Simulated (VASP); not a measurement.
Given:

```
Mg2Sn
1.0
    0.00000     3.32534     3.32534
    3.32534     0.00000     3.32534
    3.32534     3.32534     0.00000
Mg Sn
2 1
Direct
  0.25000   0.25000   0.25000
  0.75000   0.75000   0.75000
  0.00000   0.00000   0.00000
```

These are LDA (Ceperley-Alder, Perdew-Zunger), VASP's LDA PAW potentials (set 64) (plane waves; VASP) values and carry that method's errors. Settings: 520 eV cut-off, 11×11×11 Γ-centred mesh, tetrahedra with Blöchl corrections, potentials Mg Sn_d.

Unless said otherwise, spin-orbit coupling is left out, though it shifts the bands of the heavy elements here.

Q: What does the run give for the energy per atom (σ→0), band gap (on the k-mesh) with the smallest direct gap where there is one?

A: 
```json
{
 "band gap (on the k-mesh)": "none (metal, semimetal or under 0.01 eV)",
 "energy per atom (σ→0)": "-2.979 eV/atom"
}
```

The compound is Mg2Sn in the antifluorite structure. It was relaxed first.
